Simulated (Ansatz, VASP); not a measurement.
# YZnC in two plane-wave programs, part 2 of 2

One calculation is typed for both programs; each brings its own data sets and cutoff. How far apart do they land? The cell is invented: As first built, before any earlier steps moved the atoms (in the runner's words): it takes the YCoC structure with some of its atoms replaced by other elements, volume scaled by an estimate. It may not be a known or stable phase. The cell is taken from a series of VASP runs on this material, whose earlier steps may have relaxed, scaled or displaced it; both programs get it as it stands.

VASP 6.6.1 and Ansatz 0.2.0.

So far. Step 3 (VASP: band structure, revPBE): The run ends at a pressure of 0.02 GPa.

**5. VASP: band structure, revPBE, spin-orbit coupling**

Level of this step: revPBE, spin-orbit coupling; plane waves and PAW (Y_sv, Zn, C); invented cell (VASP).

A single point gives forces, pressure and levels at one fixed geometry, so differences don't come from the geometry; what else differs is listed under the comparison.

Contents of INCAR:

```
SYSTEM = YZnC
PREC = Accurate
ENCUT = 520
EDIFF = 1E-06
NELM = 100
ISMEAR = -1
SIGMA = 0.05
LREAL = .FALSE.
ALGO = Normal
GGA = RE
LNONCOLLINEAR = .TRUE.
MAGMOM = 0 0 0 0 0 0 0 0 0
NBANDS = 38
GGA_COMPAT = .FALSE.
LASPH = .TRUE.
LSORBIT = .TRUE.
LMAXMIX = 4
LORBIT = 11
LWAVE = .FALSE.
LCHARG = .FALSE.
```

Contents of POSCAR:

```
YZnC
1.0
    3.5981806900      0.0000000000      0.0000000000
    0.0000000000      3.5981806900      0.0000000000
    0.0000000000      0.0000000000      3.9575466600
Y Zn C
1 1 1
Direct
    0.5000000000      0.5000000000      0.0000000000
    0.0000000000      0.0000000000      0.5000000000
    0.0000000000      0.0000000000      0.0000000000
```

Contents of KPOINTS:

```
Automatic mesh
0
Gamma
4 4 4
0 0 0
```

Contents of KPOINTS_OPT:

```
Line mode
16
Line-mode
Reciprocal
  0.00000000   0.00000000   0.00000000 GAMMA
  0.00000000   0.50000000   0.00000000 X

  0.00000000   0.50000000   0.00000000 X
  0.50000000   0.50000000   0.00000000 M

  0.50000000   0.50000000   0.00000000 M
  0.00000000   0.00000000   0.00000000 GAMMA

  0.00000000   0.00000000   0.00000000 GAMMA
  0.00000000   0.00000000   0.50000000 Z

  0.00000000   0.00000000   0.50000000 Z
  0.00000000   0.50000000   0.50000000 R

  0.00000000   0.50000000   0.50000000 R
  0.50000000   0.50000000   0.50000000 A

  0.50000000   0.50000000   0.50000000 A
  0.00000000   0.00000000   0.50000000 Z

  0.00000000   0.50000000   0.00000000 X
  0.00000000   0.50000000   0.50000000 R

  0.50000000   0.50000000   0.00000000 M
  0.50000000   0.50000000   0.50000000 A
```

PAW data sets: Y_sv, Zn and C (PBE family, release 64).

Launch:

```
$ mpirun -np 1 vasp_ncl
```

Numbers of over 12 decimals in the logs are rounded to 6 here.

The program printed:

```text
[banner, memory and clock lines left out]
running    1 mpi-ranks, on    1 nodes
[...]
[... a notice as in an earlier step ...]

 LDA part: xc-table for (Slater+PW92), standard interpolation
 POSCAR, INCAR and KPOINTS ok, starting setup
[...]
entering main loop
       N       E                     dE             d eps       ncg     rms          rms(c)
DAV:   1     0.202951228536E+03    0.20295E+03   -0.12602E+04  1368   0.167E+03
DAV:   2     0.431950922029E+01   -0.19863E+03   -0.18936E+03  1374   0.410E+02
DAV:   3    -0.183619008392E+02   -0.22681E+02   -0.22154E+02  1784   0.121E+02
DAV:   4    -0.200239307105E+02   -0.16620E+01   -0.16494E+01  2048   0.262E+01
[...]
DAV:  13    -0.160786337868E+02    0.34246E-04   -0.92759E-05  1830   0.710E-02    0.358E-02
DAV:  14    -0.160786335954E+02    0.19143E-06   -0.14869E-05  1632   0.254E-02    0.373E-02
DAV:  15    -0.160786337099E+02   -0.11453E-06   -0.52923E-06  1738   0.152E-02
   1 F= -.16078634E+02 E0= -.16068507E+02  d E =-.202525E-01  mag=    -0.0000     0.0000    -0.0000
 Start KPOINTS_OPT (optional k-point list driver)
k-point batch [1-18\144]
       N       E                     dE             ncg
DAV:   1    -0.875680061763E+02   -0.57233E+04     1368
DAV:   2    -0.371117542350E+04   -0.36236E+04     1390
DAV:   3    -0.409289006051E+04   -0.38171E+03     1958
DAV:   4    -0.412101833280E+04   -0.28128E+02     1940
DAV:   5    -0.412177349572E+04   -0.75516E+00     1934
DAV:   6    -0.412178489083E+04   -0.11395E-01     1896
DAV:   7    -0.412178508429E+04   -0.19346E-03     1958
DAV:   8    -0.412178508742E+04   -0.31352E-05     1596
DAV:   9    -0.412178508748E+04   -0.61545E-07     1264
[...]
k-point batch [127-144\144]
       N       E                     dE             ncg
DAV:   1    -0.272589152175E+03   -0.19007E+05     1368
DAV:   2    -0.373029408631E+04   -0.34577E+04     1388
DAV:   3    -0.407182327636E+04   -0.34153E+03     1820
DAV:   4    -0.409056232714E+04   -0.18739E+02     1936
DAV:   5    -0.409124806421E+04   -0.68574E+00     2018
DAV:   6    -0.409125811049E+04   -0.10046E-01     1792
DAV:   7    -0.409125859233E+04   -0.48185E-03     2010
DAV:   8    -0.409125860180E+04   -0.94636E-05     1542
DAV:   9    -0.409125860219E+04   -0.39026E-06     1210
```

From OUTCAR (step 5):

```text
  Total        0.0942936      0.0942936     -0.4901224      0.0000000      0.0000000      0.0000000
  in kB        2.9484974      2.9484974    -15.3257984      0.0000000      0.0000000      0.0000000
  external PRESSURE =      -3.1429346 kB  Pullay stress =       0.0000000 kB

  FREE ENERGIE OF THE ION-ELECTRON SYSTEM (eV)
  ---------------------------------------------------
  free  energy   TOTEN  =       -16.0786337099 eV

  energy  without entropy=      -16.0583812024  energy(sigma->0) =      -16.06850746

 magnetization (x)
# of ion       s       p       d       f       tot
--------------------------------------------------
    1        0.000   0.000  -0.000   0.000  -0.000
    2        0.000  -0.000   0.000   0.000  -0.000
    3        0.000   0.000   0.000   0.000   0.000
--------------------------------------------------
tot          0.000  -0.000  -0.000   0.000  -0.000

 magnetization (y)
# of ion       s       p       d       f       tot
--------------------------------------------------
    1        0.000   0.000   0.000  -0.000   0.000
    2       -0.000   0.000   0.000   0.000   0.000
    3        0.000   0.000   0.000   0.000   0.000
--------------------------------------------------
tot         -0.000   0.000   0.000  -0.000   0.000

 magnetization (z)
# of ion       s       p       d       f       tot
--------------------------------------------------
    1        0.000   0.000  -0.000   0.000   0.000
    2       -0.000   0.000   0.000   0.000   0.000
    3       -0.000   0.000   0.000   0.000  -0.000
--------------------------------------------------
tot          0.000   0.000  -0.000   0.000   0.000

[... 2 parts as in an earlier step ...]

[... 2 further parts left out ...]
[key lines of the parts left out:]
E-fermi :   3.7043
```

The run ends at a pressure of -0.31 GPa.

**6. Ansatz: band structure, revPBE, spin-orbit coupling**

The same cell, functional, mesh and smearing now go to Ansatz, which takes its cutoff from its data sets.

The cell is taken from a series of VASP runs on this material, whose earlier steps may have relaxed, scaled or displaced it; both programs get it as it stands.

Contents of input.yaml:

```yaml
crystal:
  lattice:
    - [3.59818069, 0.0, 0.0]
    - [0.0, 3.59818069, 0.0]
    - [0.0, 0.0, 3.95754666]
  atoms:
    - { symbol: "Y", position: [0.5, 0.5, 0.0] }
    - { symbol: Zn, position: [0.0, 0.0, 0.5] }
    - { symbol: C, position: [0.0, 0.0, 0.0] }
hamiltonian:
  xc: revpbe
  pseudopotentials: { kind: paw_fr }
magnetization:
  noncollinear: true
  spin_orbit: true
kpoints:
  mp_grid: { grid: [4, 4, 4] }
  band_path:
    path:
      - [0.0, 0.0, 0.0]
      - [0.0, 0.13333, 0.0]
      - [0.0, 0.3, 0.0]
      - [0.0, 0.46667, 0.0]
      - [0.1, 0.5, 0.0]
      - [0.26667, 0.5, 0.0]
      - [0.43333, 0.5, 0.0]
      - [0.43333, 0.43333, 0.0]
      - [0.26667, 0.26667, 0.0]
      - [0.1, 0.1, 0.0]
      - [0.0, 0.0, 0.03333]
      - [0.0, 0.0, 0.2]
      - [0.0, 0.0, 0.36667]
      - [0.0, 0.0, 0.5]
      - [0.0, 0.16667, 0.5]
      - [0.0, 0.3, 0.5]
      - [0.0, 0.46667, 0.5]
      - [0.1, 0.5, 0.5]
      - [0.26667, 0.5, 0.5]
      - [0.43333, 0.5, 0.5]
      - [0.43333, 0.43333, 0.5]
      - [0.26667, 0.26667, 0.5]
      - [0.1, 0.1, 0.5]
      - [0.0, 0.5, 0.03333]
      - [0.0, 0.5, 0.2]
      - [0.0, 0.5, 0.36667]
      - [0.5, 0.5, 0.0]
      - [0.5, 0.5, 0.16667]
      - [0.5, 0.5, 0.33333]
      - [0.5, 0.5, 0.5]
    npoints: 1
scf:
  occupations: { method: fermi_dirac, width: 0.05 }
  n_extra_bands: 14
output:
  forces: true
  stress: true
  eigenvalues: true
  write_density: true
  write_potential: true
  elf: true
  volumetric_format: npy
```

Launch:

```
$ ansatz run input.yaml --threads 2 --pin off --max-ram 4608MiB --backend cpu --events-out ev --progress --plain --runs-dir out
```

The program printed:

```text
[...]
non-collinear run that drives no moment, with spin-orbit: no starting moment large enough to seed its density (crystal.atoms[].spin), no starting occupations that ask for one, no magnetisation constraint and no magnetic field, so the semilocal B_xc is pinned to zero
Crystal: 3 atoms, lattice volume = 51.238 Å³
[...]
k-point 1: bands = [... 23 lower, 10.3529, 10.4280, 10.4280, 11.0472, 11.0472, 11.0690, 11.0690, 13.4327, ... 10 higher]
  k-point 2: bands = [... 23 lower, 10.9235, 10.9878, 10.9878, 11.2077, 11.2077, 12.3986, 12.3986, 12.4583, ... 10 higher]
  k-point 17: bands = [... 23 lower, 8.9711, 9.0005, 9.0005, 9.7941, 9.7941, 9.9021, 9.9021, 14.8596, ... 10 higher]
[key lines of the parts left out:]
SCF converged after 10 iterations
Magnetization: |M| = 0.0000 μB,  M = (+0.0000, +0.0000, +0.0000) μB
Free energy (F): -7429.269164 eV
Fermi energy:    10.490591 eV
P = ⅓ Tr σ = -0.5604 GPa (-5.604 kbar)
```

The job ended after 5.5 s (2 threads of Intel Xeon 6975P-C (Granite Rapids), shared host; peak memory 0.58 GiB).

**7. Differences**

What differs besides the data sets and the points named for the pairs above, as far as they apply: spin-orbit coupling enters by fully relativistic files in Ansatz and inside the spheres in VASP. Total energies have different zeros and are not compared.

The two programs side by side:

```
                                        quantity  Ansatz   VASP  difference
                                  pressure (GPa)   -0.56  -0.31       -0.25
pressure without Ansatz's Pulay correction (GPa)   -0.69  -0.31       -0.38
```

Levels from 3 eV below to 2 eV above the Fermi level differ by 6 meV r.m.s. and 16 meV at most; each VASP level is matched to the nearest of Ansatz, which flatters the figure a little. Ansatz's pressure holds a Pulay correction of 0.13 GPa; VASP's holds none.

**8. Results**

```json
{"r.m.s. difference of levels near the Fermi level (band structure, revPBE)": "5.1 meV", "r.m.s. difference of levels near the Fermi level (band structure, revPBE, spin-orbit coupling)": "5.8 meV"}
```

The r.m.s. difference of levels near the Fermi level is 5.8 meV (band structure, revPBE, spin-orbit coupling), within the 80 meV picked in this series as the mark of a large difference. How closely two codes agree says nothing of how well the functional describes the real material.

[Lines on the potential files, build, host, timing and source positions are cut from VASP's logs without a mark.]

[Logs are printed without paths, hosts, clocks, repeated set-up lines and the standing remarks that a program may print on its own settings, such as how far it seeks lower states.]

[Hosts, paths, dates, database ids (printed as entryN), source tags and the programs' standing remarks are cut or masked in the printed files.]
